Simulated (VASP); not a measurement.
All values below come from RPBE GGA, VASP's PBE PAW potentials (set 64) (plane waves; VASP).

A VASP calculation is set up with these files.

**INCAR**
```
ALGO = Normal
EDIFF = 1E-7
ENCUT = 520
GGA = RP
ICHARG = 11
ISMEAR = 0
LASPH = T
LCHARG = F
LMAXMIX = 4
LORBIT = 11
LREAL = F
LWAVE = F
NELM = 100
PREC = Accurate
SIGMA = 0.05
SYSTEM = PbTe
```

### KPOINTS
```
k-points along high-symmetry lines
15
Line-mode
Reciprocal
  0.000000   0.000000   0.000000 ! GAMMA
  0.500000   0.000000   0.500000 ! X

  0.500000   0.000000   0.500000 ! X
  0.625000   0.250000   0.625000 ! U

  0.375000   0.375000   0.750000 ! K
  0.000000   0.000000   0.000000 ! GAMMA

  0.000000   0.000000   0.000000 ! GAMMA
  0.500000   0.500000   0.500000 ! L

  0.500000   0.500000   0.500000 ! L
  0.500000   0.250000   0.750000 ! W

  0.500000   0.250000   0.750000 ! W
  0.500000   0.000000   0.500000 ! X
```

File POSCAR:
```
PbTe
1
    0.0000000000     3.3259051378     3.3259051378
    3.3259051378     0.0000000000     3.3259051378
    3.3259051378     3.3259051378     0.0000000000
Te Pb
1 1
Direct
  0.5000000000   0.5000000000   0.5000000000
  0.0000000000   0.0000000000   0.0000000000
```

POTCAR, in this order: Te Pb_d (PBE.64 set). Program: vasp_std. Read from the step before: CHGCAR.

What VASP printed:

File OUTCAR:
```
 ion  position               nearest neighbor table
   1  0.500  0.500  0.500-   2 3.33   2 3.33   2 3.33   2 3.33   2 3.33   2 3.33
   2  0.000  0.000  0.000-   1 3.33   1 3.33   1 3.33   1 3.33   1 3.33   1 3.33
  LATTYP: Found a face centered cubic cell.
 ALAT       =     6.6518102756
 Subroutine PRICEL returns:
 Original cell was already a primitive cell.
 Subroutine GETGRP returns: Found 48 space group operations
The static configuration has the point symmetry O_h .
The dynamic configuration has the point symmetry O_h .
 Subroutine INISYM returns: Found 48 space group operations
   k-points           NKPTS =     90   k-points in BZ     NKDIM =     90   number of bands    NBANDS=     14
   number of dos      NEDOS =    301   number of ions     NIONS =      2
   total plane-waves  NPLWV =  46656
   dimension x,y,z NGX =    36 NGY =   36 NGZ =   36
   dimension x,y,z NGXF=    72 NGYF=   72 NGZF=   72
   ions per type =               1   1
   PREC   = accura    normal or accurate (medium, high low for compatibility)
   ISTART =      0    job   : 0-new  1-cont  2-samecut
   ICHARG =     11    charge: 1-file 2-atom 10-const
   ISPIN  =      1    spin polarized calculation?
   LNONCOLLINEAR =      F non collinear calculations
   LSORBIT =      F    spin-orbit coupling
   INIWAV =      1    electr: 0-lowe 1-rand  2-diag
   ENCUT  =  520.0 eV  38.22 Ry    6.18 a.u.   8.75  8.75  8.75*2*pi/ulx,y,z
   NELM   =    100;   NELMIN=  2; NELMDL= -5     # of ELM steps
   EDIFF  = 0.1E-06   stopping-criterion for ELM
   LREAL  =      F    real-space projection
   NLSPLINE    = F    spline interpolate recip. space projectors
   LMAXMIX     =    4 max onsite mixed and CHGCAR
   VOSKOWN=      0    Vosko Wilk Nusair interpolation
   EDIFFG = 0.1E-05   stopping-criterion for IOM
   NSW    =      0    number of steps for IOM
   NBLOCK =      1;   KBLOCK =      1    inner block; outer block
   IBRION =     -1    ionic relax: 0-MD 1-quasi-New 2-CG
   NFREE  =      0    steps in history (QN), initial steepest desc. (CG)
   ISIF   =      2    stress and relaxation
   ISYM   =      2    0-nonsym 1-usesym 2-fastsym
   TEIN   =    0.0    initial temperature
   TEBEG  =    0.0;   TEEND  =   0.0 temperature during run
...
```

**OSZICAR**
```
       N       E                     dE             d eps       ncg     rms          rms(c)
DAV:   1     0.151841267546E+03    0.15184E+03   -0.92499E+03  2520   0.135E+03
DAV:   2     0.474500146055E+01   -0.14710E+03   -0.14414E+03  2544   0.331E+02
DAV:   3    -0.690935273327E+01   -0.11654E+02   -0.11474E+02  3438   0.101E+02
DAV:   4    -0.722225663673E+01   -0.31290E+00   -0.31277E+00  2988   0.199E+01
DAV:   5    -0.723294184695E+01   -0.10685E-01   -0.10685E-01  3532   0.327E+00
DAV:   6    -0.723347983085E+01   -0.53798E-03   -0.53798E-03  3414   0.627E-01
DAV:   7    -0.723348495621E+01   -0.51254E-05   -0.51254E-05  3612   0.568E-02
DAV:   8    -0.723348504068E+01   -0.84465E-07   -0.84475E-07  3094   0.823E-03
   1 F= -.72334850E+01 E0= -.72334850E+01  d E =-.659016E-16
```

OUTCAR:
```
 val. band max:        4.6702768688   @ k =   0.5000   0.5000   0.5000

 cond. band min:       5.6372821717   @ k =   0.5000   0.5000   0.5000



 k-point     1 :       0.0000    0.0000    0.0000
  band No.  band energies     occupation
      1     -12.0099      2.00000
      2     -12.0099      2.00000
      3     -12.0099      2.00000
      4     -12.0096      2.00000
      5     -12.0096      2.00000
      6      -6.6422      2.00000
      7      -1.0992      2.00000
      8       3.6371      2.00000
      9       3.6371      2.00000
     10       3.6371      2.00000
     11       8.6836      0.00000
     12       8.6836      0.00000
     13       8.6836      0.00000
     14      10.6915      0.00000

 k-point     2 :       0.0357    0.0000    0.0357
  band No.  band energies     occupation
      1     -12.0100      2.00000
      2     -12.0099      2.00000
      3     -12.0097      2.00000
      4     -12.0097      2.00000
      5     -12.0095      2.00000
      6      -6.6293      2.00000
      7      -1.1367      2.00000
      8       3.6171      2.00000
      9       3.6171      2.00000
     10       3.7042      2.00000
     11       8.4612      0.00000
     12       8.6837      0.00000
     13       8.6837      0.00000
     14      10.6028      0.00000

 k-point     3 :       0.0714    0.0000    0.0714
  band No.  band energies     occupation
      1     -12.0109      2.00000
      2     -12.0102      2.00000
      3     -12.0093      2.00000
      4     -12.0091      2.00000
      5     -12.0091      2.00000
      6      -6.5907      2.00000
      7      -1.2412      2.00000
      8       3.5588      2.00000
      9       3.5588      2.00000
     10       3.8917      2.00000
     11       7.9336      0.00000
     12       8.6889      0.00000
     13       8.6889      0.00000
     14      10.3868      0.00000

 k-point     4 :       0.1071    0.0000    0.1071
  band No.  band energies     occupation
      1     -12.0124      2.00000
...
```

The density is held fixed in this step, so its total energy and stress have no physical meaning. Unless said otherwise, spin-orbit coupling is left out, though it shifts the bands of the heavy elements here.

The compound is PbTe in the rock salt structure. It was relaxed first, which changed the volume by +9 %.
